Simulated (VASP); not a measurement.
A convergence study with VASP on Re (space group no. 194 when undisturbed): a few settings are varied, all else stays as given below, so the limit is that of these other settings. One atom is moved off its site, so that forces are finite.

```
Re
1.0
    1.37310    -2.37828     0.00000
    1.37310     2.37828     0.00000
    0.00000     0.00000     4.43770
Re
2
Direct
  0.33333   0.66667   0.26127
  0.66667   0.33333   0.75000
```

Calculation: PBE GGA, VASP's PBE PAW potentials (set 64) (plane waves; VASP). The last row used: 300 eV cut-off, 14×14×8 Γ-centred mesh, Gaussian smearing of 0.10 eV, potentials Re.

```csv
setting,E (eV/atom),pressure (GPa),largest force (eV/Å),irreducible k-points
NBANDS = 8,(withheld),(withheld),(withheld),168
NBANDS = 9,-12.3923,10.43,(withheld),168
NBANDS = 10,-12.3923,10.43,0.216,168
NBANDS = 11,-12.3923,10.43,0.216,168
NBANDS = 13,-12.3923,10.43,0.216,168
NBANDS = 17,-12.3923,10.43,0.216,168
NBANDS = 23,-12.3923,10.43,0.216,168
NBANDS = 39,-12.3923,10.43,0.216,168
```

Q: Complete the blanks.

A: 
- NBANDS = 9, largest force (eV/Å): 0.212
- NBANDS = 8, E (eV/atom): -12.3912
- NBANDS = 8, pressure (GPa): 10.40
- NBANDS = 8, largest force (eV/Å): 0.214

VASP warned of too few bands at NBANDS = 8; NBANDS = 9; NBANDS = 10.

Left out are rungs that failed or repeat a setting and relaxations that didn't move; long series are thinned to 24 rows.

The structure is a typed Re crystal (space group no. 194). The cell was not relaxed at this level, it is distorted from the ideal structure. VASP warned that the highest band is occupied, so more bands are needed.
